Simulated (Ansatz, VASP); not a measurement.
# MnS: VASP beside Ansatz, part 2 of 2

Aim: how closely do two programs agree when they are given the same cell, functional and k mesh?

VASP 6.6.1 and Ansatz 0.2.0.

So far: Set-up; VASP: relaxation of cell and atoms, revPBE.

**3. Ansatz: relaxation of cell and atoms, revPBE**

Level of this step: Ansatz beside VASP: Kohn-Sham DFT, plane waves, revPBE (Ansatz).

Ansatz runs on its default PAW (the set named soft_2) files.

The same cell, functional, mesh and smearing now go to Ansatz, which takes its cutoff from its data sets.

input.yaml reads:

```yaml
crystal:
  lattice:
    - [1.8299960138, 1.0565486912, 2.9709202777]
    - [-1.8299960138, 1.0565486912, 2.9709202777]
    - [0.0, -2.1130973823, 2.9709202777]
  atoms:
    - { symbol: Mn, position: [0.0, 0.0, 0.0], spin: 4.0 }
    - { symbol: S, position: [0.5, 0.5, 0.5] }
hamiltonian:
  xc: revpbe
  pseudopotentials: { kind: paw }
magnetization:
  spin_polarized: true
kpoints:
  mp_grid: { grid: [8, 8, 8] }
scf:
  occupations: { method: gaussian, width: 0.05 }
relax:
  f_tol: 0.01
  max_steps: 60
  cell: { stress_tol: 0.05 }
output:
  forces: true
  stress: true
```

Run with:

```console
> ansatz run input.yaml --threads 4 --pin off --max-ram 9216MiB --backend cpu --events-out ev --progress --plain --runs-dir out
```

Numbers of over 12 decimals in the logs are rounded to 6 here.

The program printed:

```text
Engine: ansatz 0.2.0, aarch64-unknown-linux-gnu
Pseudopotentials: kind: paw
Pseudopotential: Mn, paw, valence charge 15, recommended cutoff 420 eV (normal), Mn.paw.azcp
Pseudopotential: S, paw, valence charge 6, recommended cutoff 420 eV (normal), S.paw.azcp
Functional definition: revPBE
  parameter kappa = 1.245
  parameter beta = 0.066725
  exchange = pbe_x(kappa = kappa, mu = beta*pi^2/3)
  correlation = pbe_c(beta = beta)
Crystal: 2 atoms, lattice volume = 34.465 Å³
Basis set: ecut = 420 eV, 645 PW (Γ), exchange–correlation on 50×50×50 points (8 copies of the dense FFT grid, shifted against one another)
Bands: 17, of which v1, the nominal top of the filled ones, is band 11 counted from 1 (10 counted from 0)
Symmetry: 12 space group operations
Space group: R-3m (ITA 166), of the structure as read, at distance tolerance 3.3e-5 Å
Magnetic group: BNS 166.97 (UNI 1327), of the structure as read, at distance tolerance 3.3e-5 Å
k-points: 65 of 512
Non-local potential: Mn, projectors of the file, l = 0: 3, l = 1: 2, l = 2: 3, l = 3: 1
Non-local potential: S, projectors of the file, l = 0: 2, l = 1: 2, l = 2: 2
PAW form: soft (Blöchl's): semilocal exchange-correlation on the pseudo side does not see the compensation charge
PAW frozen core: Mn, regenerated for the run's functional, and the local potential with it (the file was generated under x = pbe(κ = 0.804, μ = 0.219515), c = pbe(β = 0.066725))
PAW frozen core: S, regenerated for the run's functional, and the local potential with it (the file was generated under x = pbe(κ = 0.804, μ = 0.219515), c = pbe(β = 0.066725))
PAW one-centre angular grid: Mn, 590 points (default); XC on 64 Gauss nodes
PAW one-centre angular grid: S, 110 points (default); XC on 64 Gauss nodes
Initial density: superposition of atomic densities (chi_scale 0.1, normalization cell, long waves kept (reshape's long-wave potential 0.00 eV rms))
Starting moments: Σ|m| = 4 μB on 1 of 2 sites
Initial wavefunctions: pseudopotential atomic-orbital guess
Functional: x = revpbe(κ = 1.245, μ = 0.219515), c = pbe(β = 0.066725)
SCF iter   1: F=—  HF=-4807.428138 eV  |F-HF|=—  |Δ(HF+E_count)|=         —  Δρ=7.87e-2 (↑7.87e-2 ↓1.49e-2)  dr2=2.15e0  dr2_m=4.40e-1  M=4.457 μB ∫|m|=4.457 μB  β_m=0.30  ethr=3.10e-3  ⟨swp⟩=4.2  Hψ=10258  notcnv=0
Mixer restart at iter 1: flushing history
preconditioner: auto → Kerker (q_TF=auto, 2.512 Å⁻¹)  [metal: Δε(μ)=0.020 eV  Ē_g=9.348 eV  σ=0.050 eV  W_gap=0.22  n_scr=14 (ndim 8)  ℏωp=22.8 eV  f_vac=0.000  D(μ)=1.52/eV (n_scr^D=14)]
spin=Collinear: Kerker preconditioning applied to the charge; magnetization (m = ρ↑ − ρ↓) channel mixes plain (no charge-response kernel on spin).
SCF iter   2: F=—  HF=-4807.560179 eV  |F-HF|=—  |Δ(HF+E_count)|=   1.32e-1  Δρ=4.27e-2 (↑4.27e-2 ↓1.18e-2)  dr2=5.54e-1  dr2_m=1.82e-1  M=4.514 μB ∫|m|=4.514 μB  β_m=0.45  ethr=3.10e-3  ⟨swp⟩=2.5  Hψ=4554  notcnv=0  defer=236
SCF iter   3: F=—  HF=-4807.738986 eV  |F-HF|=—  |Δ(HF+E_count)|=   1.79e-1  Δρ=1.35e-2 (↑1.35e-2 ↓8.09e-3)  dr2=5.62e-2  dr2_m=2.74e-2  M=4.605 μB ∫|m|=4.605 μB  β_m=0.64  ethr=2.64e-3  ⟨swp⟩=2.3  Hψ=3474  notcnv=0  defer=233
SCF iter   4: F=—  HF=-4807.765249 eV  |F-HF|=—  |Δ(HF+E_count)|=         —  Δρ=3.28e-3 (↑3.11e-3 ↓3.28e-3)  dr2=1.08e-2  dr2_m=9.66e-5  M=4.672 μB ∫|m|=4.672 μB  β_m=0.64  ethr=2.67e-4  ⟨swp⟩=2.3  Hψ=4132  notcnv=0  defer=233
Mixer restart at iter 4: flushing history
SCF iter   5: F=—  HF=-4807.769881 eV  |F-HF|=—  |Δ(HF+E_count)|=   4.63e-3  Δρ=1.57e-3 (↑9.62e-4 ↓1.57e-3)  dr2=2.07e-3  dr2_m=1.81e-4  M=4.673 μB ∫|m|=4.673 μB  β_m=0.81  ethr=5.14e-5  ⟨swp⟩=2.5  Hψ=3703  notcnv=0  defer=231
SCF iter   6: F=—  HF=-4807.770742 eV  |F-HF|=—  |Δ(HF+E_count)|=   8.61e-4  Δρ=1.03e-3 (↑1.03e-3 ↓6.16e-4)  dr2=6.90e-4  dr2_m=2.40e-5  M=4.672 μB ∫|m|=4.672 μB  β_m=0.75  ethr=9.87e-6  ⟨swp⟩=2.5  Hψ=3517  notcnv=0  defer=231
SCF iter   7: F=—  HF=-4807.770716 eV  |F-HF|=—  |Δ(HF+E_count)|=   2.58e-5  Δρ=3.36e-4 (↑3.36e-4 ↓3.16e-4)  dr2=1.07e-4  dr2_m=5.71e-7  M=4.672 μB ∫|m|=4.673 μB  β_m=0.87  ethr=3.28e-6  ⟨swp⟩=2.3  Hψ=3839  notcnv=0  defer=231
SCF iter   8: F=—  HF=-4807.770827 eV  |F-HF|=—  |Δ(HF+E_count)|=   1.11e-4  Δρ=9.96e-5 (↑8.76e-5 ↓9.96e-5)  dr2=1.24e-5  dr2_m=4.65e-7  M=4.672 μB ∫|m|=4.672 μB  β_m=0.94  ethr=5.11e-7  ⟨swp⟩=2.2  Hψ=3113  notcnv=0  defer=231
SCF iter   9: F=—  HF=-4807.770844 eV  |F-HF|=—  |Δ(HF+E_count)|=   1.74e-5  Δρ=2.18e-5 (↑2.03e-5 ↓2.18e-5)  dr2=7.41e-7  dr2_m=3.36e-9  M=4.672 μB ∫|m|=4.672 μB  β_m=0.97  ethr=5.90e-8  ⟨swp⟩=2.0  Hψ=2877  notcnv=0  defer=231
SCF iter  10: F=—  HF=-4807.770845 eV  |F-HF|=—  |Δ(HF+E_count)|=   7.87e-7  Δρ=7.45e-6 (↑7.45e-6 ↓4.72e-6)  dr2=3.79e-8  dr2_m=3.79e-9  M=4.672 μB ∫|m|=4.672 μB  β_m=0.98  ethr=3.53e-9  ⟨swp⟩=2.1  Hψ=2996  notcnv=0  defer=231
SCF iter  11: F=-4807.770845 eV  HF=-4807.770845 eV  |F-HF|=6.44e-9  |Δ(HF+E_count)|=   6.11e-8  Δρ=2.69e-6 (↑1.65e-6 ↓2.69e-6)  dr2=8.76e-9  dr2_m=1.48e-10  M=4.672 μB ∫|m|=4.672 μB  ethr=1.80e-10  ⟨swp⟩=1.8  Hψ=6244  notcnv=0
SCF 1 converged in 11 iterations: F = -4807.770845 eV  dr2 = 8.76e-9
  greatest PAW one-centre occupation: 1.003 electrons in one spin orbital (limit 2), on the Mn atom at site 0 (counted from 0), in its partial waves of l = 1
relax step   1: F+E_penalty+E_count = -4807.77084501 eV  Δ(F+E_penalty+E_count) = +0.000e0 eV  max|allowed force component| = 7.363e-30 eV/Å  Δτ_max = 0.0000 Å  P = +0.785 GPa  Ω = 34.465 Å³  (11 SCF iters, dr2 threshold 1.00e-7 eV, accepted)
[...]
relax step   2: F+E_penalty+E_count = -4807.77174632 eV  Δ(F+E_penalty+E_count) = -9.013e-4 eV  max|allowed force component| = 2.104e-30 eV/Å  Δτ_max = 0.0000 Å  P = +0.170 GPa  Ω = 34.741 Å³  energy of the carried Pulay correction = -9.235e-5 eV  (6 SCF iters, dr2 threshold 2.00e-7 eV, accepted)
[...]
relax step   3: F+E_penalty+E_count = -4807.77176819 eV  Δ(F+E_penalty+E_count) = -2.187e-5 eV  max|allowed force component| = 3.681e-30 eV/Å  Δτ_max = 0.0000 Å  P = +0.024 GPa  Ω = 34.819 Å³  energy of the carried Pulay correction = -1.184e-4 eV  (6 SCF iters, dr2 threshold 8.27e-8 eV, accepted)
[...]
relax step   4: F+E_penalty+E_count = -4807.77186941 eV  Δ(F+E_penalty+E_count) = -1.012e-4 eV  max|allowed force component| = 1.104e-29 eV/Å  Δτ_max = 0.0000 Å  P = +0.023 GPa  Ω = 34.819 Å³  stress off target by 2.55e-2 GPa  SCF on the basis re-selected at this cell (its energy is not comparable with the rows above)  (7 SCF iters)
basis re-selected at this cell: Δ(F+E_penalty+E_count) = -1.012e-4 eV, ΔP = -0.001 GPa vs the last step (what re-selecting the basis moved, of the pressure what is left beyond the Pulay correction that the steps carried, after the strain that the cell walked since its last selection, with what the two solves' SCF thresholds leave and, on support functions, any second-order correction that the steps lacked; it is no m [...]
SCF converged after 7 iterations
Magnetization: 4.6809 μB (12.8404 up, 8.1596 down)
Absolute magnetization: 4.6809 μB (∫|ρ↑−ρ↓|, with the PAW one-centre terms)
Spin contamination: 0.0343 ħ² per cell (⟨S²⟩ above its minimum at these occupations)
Per-site moments (μB) at R_I (Å): [(4.195890, 1.069101), (0.133590, 1.069101)]
Free energy (F): -4807.771869 eV
Harris-Foulkes:  -4807.771869 eV  (|F-HF|=3.64e-12)
Internal energy: -4807.771018 eV  (E = F + TS)
E sigma→0 (E₀):  -4807.771444 eV
Entropy (-TS):   -0.000851 eV (-0.426 meV/atom)
Fermi energy:    10.723499 eV
--- Per-component energies (eV) ---
  E_band       = -292.290352
  E_kinetic    = 406.096724
  E_local      = -2440.100911  (includes V_loc(G=0)·N_el)
  E_nonlocal   = 280.058994
  E_hartree    = 1002.516647
  E_xc         = -208.395971
  E_vxc        = -229.260408  (∫ρ·V_xc dr)
  E_paw        = -1913.306549  (= ΣΔE_a)
  E_vpaw       = -314.117921  (= ΣTr[D̂ρ^β])
  E_aug_tail   = -0.000007  (compensation charges beyond the density's cutoff)
  E_ewald      = -1934.576898
  E_core_change = -0.063046  (= ΣΔE_core)
  E_smearing   = -0.000851  (= −TS)
  E_closure    = 0.000000  (closes the sum)
  Σ components = -4807.771869   (vs F -4807.771869, Δ=0.00e0)
--- Forces (eV/Å), atoms counted from 1 ---
  atom   1  Mn     0.00000000     0.00000000    -0.00000000
  atom   2  S      0.00000000     0.00000000     0.00000000
  max |Σ_I F_I| component: 1.16e-29 eV/Å
--- Stress (GPa, compression-positive) ---
        0.021962      -0.000000       0.000000
       -0.000000       0.021962       0.000000
        0.000000       0.000000       0.025498
  P = ⅓ Tr σ = 0.0231 GPa (0.231 kbar)
--- Relaxed structure (3 steps of the walk, 3 accepted, 1 SCFs on fresh bases) ---
  F+E_penalty+E_count = -4807.77186941 eV   max|allowed force component| = 1.104e-29 eV/Å   (the final SCF, on the basis selected at the relaxed cell)
  cell:  # Å, volume = 34.8189 Å³
    - [1.832679, 1.058098, 2.992616]
    - [-1.832679, 1.058098, 2.992616]
    - [0, -2.116196, 2.992616]
  atoms:
    - { symbol: Mn, position: [0, 0, 0] }
    - { symbol: S, position: [0.500000, 0.500000, 0.500000] }
```

The job ended after 5.6 s (4 threads of Arm Neoverse V1, shared host; peak memory 0.37 GiB).

**4. Differences**

Known differences besides the potentials themselves: both relaxations stop at a tolerance, which leaves soft axes loose, and VASP keeps its plane-wave basis; the data sets hold 21 valence electrons in Ansatz (default PAW (the set named soft_2) files) and 19 in VASP; the cutoff is 420 eV in Ansatz and 400 eV in VASP; Ansatz makes its cores anew for this functional, VASP keeps those of its PBE data sets; VASP leaves aspherical gradient terms in its spheres out (LASPH is not set), Ansatz keeps them; Ansatz adds a Pulay correction to the stress that steers its cell, VASP none; site moments are counted in spheres of each program's own size. Total energies have different zeros and are not compared.

Compared:

```csv
quantity,Ansatz,VASP,difference
volume (Å³),34.82,34.58,+0.69 %
"edge a after relaxation, in the typed setting (Å)",3.665,3.656,+0.26 %
total moment (μB),4.68,4.67,+0.01
moment on Mn1 (μB),4.20,4.24,-0.05
moment on S2 (μB),0.13,0.09,+0.04
```

The walks stopped with 0.02 GPa left in Ansatz and -0.04 GPa in VASP; each walk ends within a tolerance, so the volume difference is uncertain by about these residues over the bulk modulus, most in soft cells.

**5. Results**

| Property | Result |
| --- | --- |
| difference in volume (relaxation of cell and atoms, revPBE) | 0.69 % |

The difference in volume is 0.69 % (relaxation of cell and atoms, revPBE), within the 1.2 % picked in this series as the mark of a large difference, as far as the stopping tolerances let one tell. Such differences can come from data sets, numerical settings and the points named under the comparisons, not from the functional's error against experiment.

[Lines on the potential files, build, host, timing and source positions are cut from VASP's logs without a mark.]

[Logs are printed without paths, hosts, clocks, repeated set-up lines and the standing remarks that a program may print on its own settings, such as how far it seeks lower states.]

[Hosts, paths, dates, database ids (printed as entryN), source tags and the programs' standing remarks are cut or masked in the printed files.]
